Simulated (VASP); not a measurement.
ZrSiTe (space group P4/nmm): computed properties

Calculation: LDA (Ceperley-Alder, Perdew-Zunger), VASP's LDA PAW potentials (set 64) (plane waves; VASP).

space group: P4/nmm (129)
cell: a = 3.698 Å, b = 3.698 Å, c = 8.860 Å, α = 90.00°, β = 90.00°, γ = 90.00°
volume per atom: 20.20 Å³/atom
band gap (over mesh and band path): none (metal, semimetal or under 0.01 eV)
band gap with spin-orbit coupling: none (metallic)
density: 6.77 g/cm³

```cif
data_Si2Te2Zr2
_chemical_formula_sum 'Zr2 Si2 Te2'
_space_group_name_H-M_alt 'P 1'
_space_group_IT_number 1
_cell_length_a 3.69832
_cell_length_b 3.69832
_cell_length_c 8.86028
_cell_angle_alpha 90.000
_cell_angle_beta 90.000
_cell_angle_gamma 90.000
loop_
_space_group_symop_operation_xyz
  'x, y, z'
loop_
_atom_site_label
_atom_site_type_symbol
_atom_site_fract_x
_atom_site_fract_y
_atom_site_fract_z
_atom_site_occupancy
Zr1 Zr 0.00000 0.50000 0.26436 1
Zr2 Zr 0.50000 0.00000 0.73564 1
Si1 Si 0.50000 0.50000 0.50000 1
Si2 Si 0.00000 0.00000 0.50000 1
Te1 Te 0.50000 0.00000 0.12921 1
Te2 Te 0.00000 0.50000 0.87079 1
```

Unless said otherwise, spin-orbit coupling is left out, though it shifts the bands of the heavy elements here.

The structure comes from a computed database's ZrSiTe entry (P4/nmm); how it stands against other phases isn't given here. It was relaxed first, which changed the volume by -12 %. Symmetry was kept, so distortions that lower it aren't found.
